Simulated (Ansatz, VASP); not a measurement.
# Two plane-wave programs on NaCaF3

```
CELL_PARAMETERS angstrom
4.38542 0.00000 0.00000
0.00000 4.38542 0.00000
0.00000 0.00000 4.38542
ATOMIC_POSITIONS crystal
Na 0.00000 0.00000 0.00000
Ca 0.50000 0.50000 0.50000
F 0.50000 0.50000 0.00000
F 0.50000 0.00000 0.50000
F 0.00000 0.50000 0.50000
```

Alike in both runs: task single point; functional PBE; k mesh 6 × 6 × 6; no spin polarisation.

```csv
,VASP,Ansatz
version,VASP 6.6.1,Ansatz 0.2.0
potentials or method,"VASP PAW PBE potentials, release 64 (Na_pv, Ca_sv, F)","plane waves, PAW"
plane-wave cutoff (eV),520,420
occupations,"gaussian, width 0.01 eV",fixed
valence electrons in the cell,38,40
```

|  | VASP | Ansatz | Ansatz less VASP |
| --- | --- | --- | --- |
| gap on the k mesh at the Fermi level (eV) | 5.08 | 5.09 | +0.014 |
| pressure (GPa) | 1.8 | 1.6 | -0.21 |

The two sets of potentials don't hold the same shells in valence.

A k mesh can miss the band edges. Expect the measured gap to be larger: semilocal functionals such as PBE lack the derivative discontinuity.
